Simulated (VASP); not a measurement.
Consider the following.

```
CELL_PARAMETERS angstrom
      2.87335     0.00000     0.00000
      0.00000     2.87335     0.00000
      0.00000     0.00000     2.87335
ATOMIC_POSITIONS crystal
  Cr 0.00000 0.00000 0.00000
  Cr 0.50000 0.50000 0.50000
```
Starting moments (μB, in the order of the record's atoms Cr Cr): 0.7 -0.7.

Level of theory: optB88-vdW, VASP's PBE PAW potentials (set 64) (plane waves; VASP 6.6.1). Settings: 520 eV cut-off, 13×13×13 Γ-centred mesh, first-order Methfessel-Paxton smearing of 0.10 eV, potentials Cr_pv.

The job: Cr (bcc, AFM order), 2 atoms, optB88-vdW, static run, 520 eV, 13×13×13 Γ-centred mesh. Roughly how much core time does it take on a busy server core?

About 70 core-seconds (one run on a shared machine, a rough figure). It had 84 irreducible k-points, 16 bands, up to 656 plane waves and 22 electronic steps.

The compound is Cr in the bcc, AFM order structure. This cell is one point of a volume scan, at 1.03 of the reference volume.
